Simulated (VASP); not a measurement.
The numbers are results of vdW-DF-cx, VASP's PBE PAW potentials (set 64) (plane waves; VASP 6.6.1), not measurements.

The input files of a VASP run:

**KPOINTS**
```
Regular mesh
0
G
13 13 10
```

POSCAR:
```
CuAu
1
    2.8462409839     0.0000000000    -0.0000000000
    0.0000000000     2.8462409839    -0.0000000000
    0.0000000000     0.0000000000     3.5440774069
Cu Au
1 1
Direct
  0.0000000000   0.0000000000   0.0000000000
  0.5000000000   0.5000000000   0.5000000000
```

### INCAR
```
! general
SYSTEM   = CuAu
PREC     = Accurate
ENCUT    = 520   ! plane-wave cut-off (eV)
LREAL    = .FALSE.   ! projection in real space or not
LASPH    = .TRUE.

! electronic loop
EDIFF    = 1E-7   ! SCF stop (eV)
NELM     = 100
ALGO     = Normal   ! blocked Davidson
LMAXMIX  = 6   ! l cut-off of mixed one-centre charges

! smearing
ISMEAR   = 1   ! Methfessel-Paxton
SIGMA    = 0.1

! functional
GGA      = CX
LUSE_VDW = .TRUE.
AGGAC    = 0.0

! ions
IBRION   = 2
NSW      = 30   ! most ionic steps
ISIF     = 4
EDIFFG   = -0.01

! output
LWAVE    = .FALSE.
LCHARG   = .FALSE.
```

POTCAR, in this order: Cu Au (PBE.64 set). Program: vasp_std.

Unless said otherwise, spin-orbit coupling is left out, though it shifts the bands of the heavy elements here.

Question: Predict the energy per atom (σ→0), band gap (on the k-mesh).

Answer: 
```yaml
energy per atom (σ→0): -1.029 eV/atom
band gap (on the k-mesh): none (metal, semimetal or under 0.01 eV)
```

**OSZICAR**
```
...
DAV:   7    -0.212191929108E+01    0.46195E+00   -0.35451E+00  6190   0.973E+01    0.578E+00
DAV:   8    -0.206713651635E+01    0.54783E-01   -0.26930E-01  7120   0.137E+01    0.281E+00
DAV:   9    -0.205908805700E+01    0.80485E-02   -0.33016E-02  7693   0.455E+00    0.216E-01
DAV:  10    -0.205831621100E+01    0.77185E-03   -0.58444E-03  7605   0.122E+00    0.988E-02
DAV:  11    -0.205831396361E+01    0.22474E-05   -0.17494E-04  7667   0.369E-01    0.411E-02
DAV:  12    -0.205830635464E+01    0.76090E-05   -0.26122E-05  7197   0.181E-01    0.237E-03
DAV:  13    -0.205830637172E+01   -0.17080E-07   -0.89354E-07  6004   0.927E-03
   1 F= -.20583064E+01 E0= -.20583972E+01  d E =-.205831E+01
```

The compound is CuAu in the L1_0 structure. It was relaxed first.
